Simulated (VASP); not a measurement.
Input:

```yaml
crystal:
  lattice:
    - [3.84860, 0.00000, 0.00000]
    - [-1.92430, 3.33299, 0.00000]
    - [0.00000, 0.00000, 6.30427]
  atoms:
    - { symbol: Zn, position: [0.33333, 0.66667, 0.00000] }
    - { symbol: Zn, position: [0.66667, 0.33333, 0.50000] }
    - { symbol: S, position: [0.33333, 0.66667, 0.37500] }
    - { symbol: S, position: [0.66667, 0.33333, 0.87500] }
```

These are PBE GGA, VASP's PBE PAW potentials (set 64) (plane waves; VASP) values and carry that method's errors. Settings: PREC = Normal, EDIFF = 1E-5, 400 eV cut-off, 9×9×5 Γ-centred mesh, Gaussian smearing of 0.050 eV, potentials Zn S.

Task: Estimate the energy per atom (σ→0), band gap (on the k-mesh) with the smallest direct gap where there is one.

Result: 
| Property | Result |
|---|---|
| band gap (on the k-mesh) | 2.08 eV |
| smallest direct gap (on the k-mesh) | 2.08 eV |
| energy per atom (σ→0) | -3.423 eV/atom |

The absolute energy has meaning only against runs of the same code, potentials and settings.

The compound is ZnS in the wurtzite structure, the high-temperature form. It was relaxed first.
